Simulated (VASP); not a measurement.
TiTe2:

```xyz
3
Lattice="3.7770 0.0000 0.0000 -1.8885 3.2710 0.0000 0.0000 0.0000 6.4980" Properties=species:S:1:pos:R:3 pbc="T T T"
Ti    0.0000    0.0000    0.0000
Te    1.8885    1.0903    1.7077
Te    0.0000    2.1807    4.7903
```

| Quantity | Value |
| --- | --- |
| Program | VASP 6.6.1 |
| Task | relaxation of cell and atoms |
| Functional | LDA |
| Potentials or basis | VASP PAW LDA potentials, release 64 (Ti_sv, Te) |
| Cutoff | 520 eV |
| k mesh | 9 × 9 × 6 |
| Occupations | gaussian, width 0.02 eV |
| Spin | no spin polarisation |

At the start: pressure -4.0 GPa; volume 26.76 Å³/atom.

Task: How do energy, volume and symmetry change on relaxing?

Result: Over 21 steps the energy falls by 25.6 meV/atom and the volume is 24.57 Å³/atom (-8.2 %); space group P-3m1 (No. 164, to 0.05 Å).

The path:
| step | energy change (eV) | largest force (eV/Å) | pressure (GPa) | volume (Å³) |
| --- | --- | --- | --- | --- |
| 1 | 0.0000 | 0.2703 | -4.04 | 80.28 |
| 2 | -0.0227 | 0.7578 | 3.55 | 72.69 |
| 3 | -0.0605 | 0.2746 | -0.15 | 75.90 |
| 4 | -0.0681 | 0.1986 | -0.12 | 75.37 |
| 5 | -0.0732 | 0.0811 | -0.07 | 74.58 |
| 6 | -0.0734 | 0.0501 | -0.05 | 74.38 |
| 7 | -0.0747 | 0.0401 | -0.02 | 74.19 |
| 8 | -0.0767 | 0.0046 | 0.10 | 73.62 |
| 9 | -0.0767 | 0.0012 | 0.11 | 73.56 |
| 10 | -0.0766 | 0.0398 | -0.26 | 73.91 |
| 11 | -0.0768 | 0.0116 | -0.01 | 73.67 |
| 12 | -0.0768 | 0.0015 | 0.00 | 73.70 |
| 13 | -0.0768 | 0.0019 | 0.01 | 73.70 |
| 14 | -0.0768 | 0.0021 | -0.01 | 73.70 |
| 15 | -0.0768 | 0.0070 | 0.00 | 73.68 |
| 16 | -0.0768 | 0.0026 | 0.00 | 73.69 |
| 17 | -0.0768 | 0.0024 | 0.01 | 73.70 |
| 18 | -0.0768 | 0.0032 | -0.01 | 73.72 |
| 19 | -0.0768 | 0.0032 | -0.01 | 73.72 |
| 20 | -0.0768 | 0.0025 | -0.01 | 73.72 |
| 21 | -0.0768 | 0.0003 | 0.00 | 73.72 |

Final structure:
```cif
data_structure
_symmetry_space_group_name_H-M 'P 1'
_symmetry_Int_Tables_number 1
_cell_length_a 3.6699
_cell_length_b 3.6699
_cell_length_c 6.3206
_cell_angle_alpha 90.000
_cell_angle_beta 90.000
_cell_angle_gamma 120.000
_cell_volume 73.72
loop_
_atom_site_label
_atom_site_type_symbol
_atom_site_fract_x
_atom_site_fract_y
_atom_site_fract_z
_atom_site_occupancy
Ti1 Ti 0.00000 0.00000 0.00000 1
Te1 Te 0.66667 0.33333 0.27006 1
Te2 Te 0.33333 0.66667 0.72994 1
```
